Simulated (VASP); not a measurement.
## MoS2: lattice, stiffness and zone-centre modes

What lattice, stiffness and vibrations does MoS2 have at one level of theory? The starting structure is a measured crystal structure from the Crystallography Open Database. All runs use PBEsol.

Method: Kohn-Sham DFT with plane waves and PAW; PBEsol, in VASP 6.6.1.

The database entry behind the starting cell differs from later determinations by our own check (about 0.3 % long), so it need not match the best structure at ambient conditions.

### 1. Set-up

The structure is hexagonal, space group P6_3/mmc (No. 194). Conventional cell: a = 3.169 Å, b = 3.169 Å, c = 12.324 Å, α = 90.00°, β = 90.00°, γ = 120.00°. Nearest to Mo lie 6 S at 2.41 Å. S has 3 Mo at 2.41 Å nearest. Farther neighbours and most contacts between anions are not listed.

As a file:

```xyz
6
Lattice="3.1690 0.0000 0.0000 -1.5845 2.7444 0.0000 0.0000 0.0000 12.3240" Properties=species:S:1:pos:R:3 pbc="T T T"
Mo    1.5845    0.9148    9.2430
Mo    0.0000    1.8296    3.0810
S     1.5845    0.9148    4.6461
S     0.0000    1.8296   10.8081
S     1.5845    0.9148    1.5159
S     0.0000    1.8296    7.6779
```

### 2. Relaxation

This run starts from the cell of an earlier relaxation, which isn't shown; the restart sets up the plane waves anew.

File INCAR:

```
SYSTEM = MoS2
PREC = Accurate
ENCUT = 500
EDIFF = 1E-07
NELM = 100
ISMEAR = 0
SIGMA = 0.03
LREAL = .FALSE.
ALGO = Normal
GGA = PS
NBANDS = 32
LASPH = .TRUE.
LORBIT = 11
LWAVE = .FALSE.
LCHARG = .FALSE.
KPAR = 8
IBRION = 2
NSW = 50
ISIF = 3
EDIFFG = -0.002
```

File POSCAR:

```
MoS2
1.0
    3.1414199175      0.0000000000      0.0000000000
   -1.5707099588      2.7205494525      0.0000000000
    0.0000000000      0.0000000000     12.5592514284
Mo S
2 4
Direct
    0.6666666667      0.3333333333      0.7500000000
    0.3333333333      0.6666666667      0.2500000000
    0.6666666667      0.3333333333      0.3741364562
    0.3333333333      0.6666666667      0.8741364562
    0.6666666667      0.3333333333      0.1258635438
    0.3333333333      0.6666666667      0.6258635438
```

File KPOINTS:

```
Automatic mesh
0
Gamma
9 9 2
0 0 0
```

PAW data sets: Mo_sv and S (PBE family, release 64).

On the command line:

```bash
mpirun -np 8 vasp_std
```

The program printed:

```text
[banner, memory and clock lines left out]
running    8 mpi-ranks, on    1 nodes
 distrk:  each k-point on    1 cores,    8 groups
 distr:  one band on    1 cores,    1 groups

 POSCAR found type information on POSCAR MoS
 POSCAR found :  2 types and       6 ions
|                                                                             |
|           W    W    AA    RRRRR   N    N  II  N    N   GGGG   !!!           |
|           W    W   A  A   R    R  NN   N  II  NN   N  G    G  !!!           |
|           W    W  A    A  R    R  N N  N  II  N N  N  G       !!!           |
|           W WW W  AAAAAA  RRRRR   N  N N  II  N  N N  G  GGG   !            |
|           WW  WW  A    A  R   R   N   NN  II  N   NN  G    G                |
|           W    W  A    A  R    R  N    N  II  N    N   GGGG   !!!           |
|                                                                             |
|     For optimal performance we recommend to set                             |
|       NCORE = 2 up to number-of-cores-per-socket                            |
|     NCORE specifies how many cores store one orbital (NPAR=cpu/NCORE).      |
|     This setting can greatly improve the performance of VASP for DFT.       |
|     The default, NCORE=1 might be grossly inefficient on modern             |
|     multi-core architectures or massively parallel machines. Do your        |
|     Unfortunately you need to use the default for GW and RPA                |
|     calculations (for HF NCORE is supported but not extensively tested      |
|     yet).                                                                   |
|                                                                             |

|                                                                             |
|               ----> ADVICE to this user running VASP <----                  |
|                                                                             |
|     You enforced a specific xc type in the INCAR file but a different       |
|     [... a line on the potential file left out ...]
|     I HOPE YOU KNOW WHAT YOU ARE DOING!                                     |
|                                                                             |

 LDA part: xc-table for (Slater+PW92), standard interpolation
 POSCAR, INCAR and KPOINTS ok, starting setup
 FFT: planning ... GRIDC
 FFT: planning ... GRID_SOFT
 FFT: planning ... GRID
 WAVECAR not read
 entering main loop
       N       E                     dE             d eps       ncg     rms          rms(c)
DAV:   1     0.435010280952E+03    0.43501E+03   -0.29083E+04  1720   0.149E+03
DAV:   2    -0.266453436921E+02   -0.46166E+03   -0.45111E+03  1936   0.382E+02
DAV:   3    -0.493464086602E+02   -0.22701E+02   -0.22534E+02  2000   0.756E+01
DAV:   4    -0.497844836304E+02   -0.43807E+00   -0.43702E+00  1912   0.106E+01
DAV:   5    -0.497943918372E+02   -0.99082E-02   -0.99022E-02  1968   0.154E+00    0.367E+01
DAV:   6    -0.476139582528E+02    0.21804E+01   -0.17985E+01  1680   0.237E+01    0.128E+01
DAV:   7    -0.472535600433E+02    0.36040E+00   -0.79644E+00  1712   0.148E+01    0.841E+00
DAV:   8    -0.469043554803E+02    0.34920E+00   -0.13836E+00  1896   0.671E+00    0.295E+00
DAV:   9    -0.469132854364E+02   -0.89300E-02   -0.13697E-01  2024   0.180E+00    0.135E+00
DAV:  10    -0.469051483116E+02    0.81371E-02   -0.56366E-02  1848   0.140E+00    0.329E-01
DAV:  11    -0.469050317877E+02    0.11652E-03   -0.26791E-03  1992   0.287E-01    0.165E-01
DAV:  12    -0.469049505492E+02    0.81238E-04   -0.33094E-04  1944   0.951E-02    0.809E-02
DAV:  13    -0.469049504094E+02    0.13985E-06   -0.15213E-04  2096   0.619E-02    0.148E-02
DAV:  14    -0.469049512378E+02   -0.82837E-06   -0.13988E-05  1856   0.215E-02    0.206E-02
DAV:  15    -0.469049516787E+02   -0.44094E-06   -0.24815E-06  1872   0.907E-03    0.465E-03
DAV:  16    -0.469049515385E+02    0.14024E-06   -0.11222E-06  1664   0.584E-03    0.134E-03
DAV:  17    -0.469049515691E+02   -0.30640E-07   -0.56783E-08  1160   0.161E-03
   1 F= -.46904952E+02 E0= -.46904952E+02  d E =-.469050E+02
 curvature:   0.00 expect dE= 0.000E+00 dE for cont linesearch  0.000E+00
 trial: gam= 0.00000 g(F)=  0.115E-07 g(S)=  0.336E-07 ort = 0.000E+00 (trialstep = 0.100E+01)
 search vector abs. value=  0.452E-07
 reached required accuracy - stopping structural energy minimisation
```

The job ended after 13 s (8 MPI ranks of Intel Xeon Platinum 8375C at 2.90GHz (Ice Lake), shared host; peak memory 2.2 GiB; 1.7 min of CPU time).

Lines that name or quote the potential files are left out of all logs, and their timing lines are given in words.

OUTCAR, selected parts (step 2):

```text
ion  position               nearest neighbor table
   1  0.667  0.333  0.750-   4 2.39   6 2.39   4 2.39   6 2.39   4 2.39   6 2.39
   2  0.333  0.667  0.250-   3 2.39   5 2.39   3 2.39   5 2.39   3 2.39   5 2.39
   3  0.667  0.333  0.374-   2 2.39   2 2.39   2 2.39
   4  0.333  0.667  0.874-   1 2.39   1 2.39   1 2.39
   5  0.667  0.333  0.126-   2 2.39   2 2.39   2 2.39
   6  0.333  0.667  0.626-   1 2.39   1 2.39   1 2.39

  LATTYP: Found a hexagonal cell.
 ALAT       =     3.1414199175
 C/A-ratio  =     3.9979537146

 Subroutine GETGRP returns: Found 24 space group operations
 (whereof 12 operations were pure point group operations)

The static configuration has the point symmetry D_3d.
 The point group associated with its full space group is D_6h.

 Found     24 irreducible k-points:

   k-points           NKPTS =     24   k-points in BZ     NKDIM =     24   number of bands    NBANDS=     32

   dimension x,y,z NGX =    24 NGY =   24 NGZ =   96
   dimension x,y,z NGXF=    48 NGYF=   48 NGZF=  192

   ENCUT  =  500.0 eV  36.75 Ry    6.06 a.u.   5.73  5.73 22.90*2*pi/ulx,y,z

   NELECT =      52.0000    total number of electrons

 k-points in reciprocal lattice and weights: Automatic mesh
   0.00000000  0.00000000  0.00000000       0.006
   0.11111111  0.00000000  0.00000000       0.037
   0.22222222  0.00000000  0.00000000       0.037
   0.33333333  0.00000000  0.00000000       0.037
   0.44444444  0.00000000  0.00000000       0.037
   0.11111111  0.11111111  0.00000000       0.037
   0.22222222  0.11111111  0.00000000       0.074
   0.33333333  0.11111111  0.00000000       0.074
   0.44444444  0.11111111  0.00000000       0.037
[...]
0.33333333  0.22222222  0.50000000       0.074
   0.33333333  0.33333333  0.50000000       0.012

 average (electrostatic) potential at core
       1 -74.5495       2 -74.5495       3 -84.5647       4 -84.5647       5 -84.5647
       6 -84.5647

 E-fermi :   7.4271

 k-point     1 :       0.0000    0.0000    0.0000
  band No.  band energies     occupation
    ...
     22       5.2500      2.00000
     23       5.2500      2.00000
     24       5.9809      2.00000
     25       6.1528      2.00000
     26       7.2861      2.00000
     27       9.5710      0.00000
     28       9.5710      0.00000
     29       9.5915      0.00000
     30       9.5915      0.00000
     31       9.7855      0.00000
    ...

 k-point     2 :       0.1111    0.0000    0.0000
  band No.  band energies     occupation
    ...
     22       4.9604      2.00000
     23       5.3560      2.00000
     24       6.1673      2.00000
     25       6.2434      2.00000
     26       6.9702      2.00000
     27       9.3215      0.00000
     28       9.3624      0.00000
     29       9.4585      0.00000
     30       9.5603      0.00000
     31       9.5683      0.00000
    ...

 k-point     3 :       0.2222    0.0000    0.0000
  band No.  band energies     occupation
    ...
     22       4.8206      2.00000
     23       5.1602      2.00000
     24       5.8767      2.00000
     25       5.9693      2.00000
     26       6.1427      2.00000
     27       8.6262      0.00000
     28       9.1561      0.00000
     29       9.3295      0.00000
     30       9.4043      0.00000
     31       9.4130      0.00000
    ...

  Total       -0.0003866     -0.0003866      0.0019693      0.0000000      0.0000000     -0.0000000
  in kB       -0.0057713     -0.0057713      0.0293957      0.0000000      0.0000000     -0.0000000
  external PRESSURE =       0.0059510 kB  Pullay stress =       0.0000000 kB

  energy-cutoff  :      500.00
  volume of cell :      107.34
      direct lattice vectors                 reciprocal lattice vectors
     3.141419917  0.000000000  0.000000000     0.318327389  0.183786404  0.000000000
    -1.570709959  2.720549452  0.000000000     0.000000000  0.367572807  0.000000000
     0.000000000  0.000000000 12.559251428     0.000000000  0.000000000  0.079622580

 POSITION                                       TOTAL-FORCE (eV/Angst)
 -----------------------------------------------------------------------------------
      1.57071      0.90685      9.41944        -0.000000      0.000000      0.000000
     -0.00000      1.81370      3.13981         0.000000     -0.000000      0.000000
      1.57071      0.90685      4.69887        -0.000000     -0.000000     -0.000245
     -0.00000      1.81370     10.97850         0.000000      0.000000     -0.000245
      1.57071      0.90685      1.58075        -0.000000     -0.000000      0.000245
     -0.00000      1.81370      7.86038         0.000000      0.000000      0.000245
 -----------------------------------------------------------------------------------
    total drift:                                0.000000     -0.000000      0.000000

  FREE ENERGIE OF THE ION-ELECTRON SYSTEM (eV)
  ---------------------------------------------------
  free  energy   TOTEN  =       -46.9049515691 eV

  energy  without entropy=      -46.9049515691  energy(sigma->0) =      -46.90495157

 reached required accuracy - stopping structural energy minimisation

 total charge
# of ion       s       p       d       tot
------------------------------------------
    1        2.300   6.230   3.993  12.523
    2        2.300   6.230   3.993  12.523
    3        1.358   2.326   0.000   3.684
    4        1.358   2.326   0.000   3.684
    5        1.358   2.326   0.000   3.684
    6        1.358   2.326   0.000   3.684
--------------------------------------------------
tot         10.031  21.764   7.986  39.781

[... 3 further parts left out ...]
```

The PAW data sets were made with PBE, which is usual practice but a small mismatch for other functionals. The run keeps the 24 symmetry operations of its start, so it cannot find a distortion of lower symmetry.

The relaxed cell holds 17.889 Å³ an atom, with a = 3.141 Å (-0.9 % against the database cell) and c = 12.559 Å (+1.9 % against the database cell). Pressures at 0.985 and 1.015 times this volume, from two more relaxations that aren't shown, give a bulk modulus of 18.2 GPa.

### 3. Elastic constants

File INCAR:

```
SYSTEM = MoS2
PREC = Accurate
ENCUT = 700
EDIFF = 1E-08
NELM = 100
ISMEAR = 0
SIGMA = 0.03
LREAL = .FALSE.
ALGO = Normal
GGA = PS
NBANDS = 32
LASPH = .TRUE.
LORBIT = 11
LWAVE = .FALSE.
LCHARG = .FALSE.
KPAR = 8
IBRION = 6
NFREE = 2
POTIM = 0.015
ISIF = 3
NSW = 1
```

POSCAR is that of step 2.

KPOINTS is that of step 2.

On the command line:

```bash
mpirun -np 8 vasp_std
```

The program printed:

```text
[banner, memory and clock lines left out]
running    8 mpi-ranks, on    1 nodes
[...]
[... a notice as in an earlier step ...]

 [... a notice as in an earlier step ...]

 LDA part: xc-table for (Slater+PW92), standard interpolation
 POSCAR, INCAR and KPOINTS ok, starting setup
[...]
entering main loop
       N       E                     dE             d eps       ncg     rms          rms(c)
DAV:   1     0.530676273922E+03    0.53068E+03   -0.34229E+04  1656   0.194E+03
DAV:   2    -0.191642383367E+02   -0.54984E+03   -0.53664E+03  1832   0.437E+02
DAV:   3    -0.491691787176E+02   -0.30005E+02   -0.29607E+02  2040   0.896E+01
DAV:   4    -0.497819319174E+02   -0.61275E+00   -0.61163E+00  1864   0.127E+01
[...]
DAV:  18    -0.469081914623E+02    0.26781E-07   -0.40381E-09  1144   0.388E-04    0.981E-04
DAV:  19    -0.469081914505E+02    0.11836E-07   -0.49820E-09  1056   0.339E-04    0.257E-04
DAV:  20    -0.469081914504E+02    0.11096E-09   -0.61084E-10  1056   0.122E-04
[...]
2 F= -.46889285E+02 E0= -.46889285E+02  d E =-.607621E-32
   3 F= -.46886967E+02 E0= -.46886967E+02  d E =-.317655E-30
   4 F= -.46889220E+02 E0= -.46889220E+02  d E =-.751056E-37
   5 F= -.46887045E+02 E0= -.46887045E+02  d E =-.369020E-25
   6 F= -.46887083E+02 E0= -.46887083E+02  d E =-.258388E-11
   7 F= -.46885338E+02 E0= -.46885338E+02  d E =-.328569E-37
   8 F= -.46901206E+02 E0= -.46901206E+02  d E =-.990972E-11
   9 F= -.46901206E+02 E0= -.46901206E+02  d E =-.989511E-11
  10 F= -.46897411E+02 E0= -.46897411E+02  d E =-.618811E-43
  11 F= -.46897411E+02 E0= -.46897411E+02  d E =-.618972E-43
  12 F= -.46897411E+02 E0= -.46897411E+02  d E =-.664460E-43
  13 F= -.46897411E+02 E0= -.46897411E+02  d E =-.664510E-43
  14 F= -.46905837E+02 E0= -.46905837E+02  d E =-.830487E-44
  15 F= -.46905837E+02 E0= -.46905837E+02  d E =-.412417E-44
  16 F= -.46904688E+02 E0= -.46904688E+02  d E =-.997881E-43
  17 F= -.46904688E+02 E0= -.46904688E+02  d E =-.999173E-43
  18 F= -.46907063E+02 E0= -.46907063E+02  d E =-.911502E-44
  19 F= -.46907063E+02 E0= -.46907063E+02  d E =-.787250E-44
  20 F= -.46906213E+02 E0= -.46906213E+02  d E =-.425806E-41
  21 F= -.46906231E+02 E0= -.46906231E+02  d E =-.817309E-45
 Finite differences progress:
  Degree of freedom:  10/ 10
  Displacement:        2/  2
  Total:              20/ 20
```

It took 11 min on 8 MPI ranks; peak memory 6.4 GiB.

From OUTCAR (step 3):

```text
  Total        0.1867981      0.1867981      0.4748864     -0.0000000      0.0000000     -0.0000000
  in kB        2.7882819      2.7882819      7.0884936     -0.0000000      0.0000000     -0.0000000
  external PRESSURE =       4.2216858 kB  Pullay stress =       0.0000000 kB

 POSITION                                       TOTAL-FORCE (eV/Angst)
 -----------------------------------------------------------------------------------
      1.57071      0.90685      9.41944         0.000000      0.000000      0.000254
     -0.00000      1.81370      3.13981         0.000000      0.000000     -0.236667
      1.57071      0.90685      4.68387        -0.000000     -0.000000      0.265240
     -0.00000      1.81370     10.97850        -0.000000     -0.000000     -0.002235
      1.57071      0.90685      1.58075        -0.000000      0.000000     -0.026989
     -0.00000      1.81370      7.86038        -0.000000     -0.000000      0.000397
 -----------------------------------------------------------------------------------
    total drift:                                0.000000     -0.000000     -0.000067

  FREE ENERGIE OF THE ION-ELECTRON SYSTEM (eV)
  ---------------------------------------------------
  free  energy   TOTEN  =       -46.9062312174 eV

  energy  without entropy=      -46.9062312174  energy(sigma->0) =      -46.90623122

[... 1 part as in an earlier step ...]

[... 2 further parts left out ...]
[key lines of the parts left out:]
E-fermi :   7.5882
```

The last energy, forces and stress in OUTCAR belong to the last displaced cell, not to that of POSCAR.

The elastic tensor has C11 = 225.9, C12 = 53.8, C44 = 11.1 GPa, among others; its Hill averages are a bulk modulus of 43.8 and a shear modulus of 33.9 GPa.

(Part 1 of 2 ends here.)

[Lines on the potential files, build, host, timing and source positions are cut from VASP's logs without a mark.]

[Logs are printed without paths, hosts, clocks, repeated set-up lines and the standing remarks that a program may print on its own settings, such as how far it seeks lower states.]

[Hosts, paths, dates, database ids (printed as entryN), source tags and the programs' standing remarks are cut or masked in the printed files.]
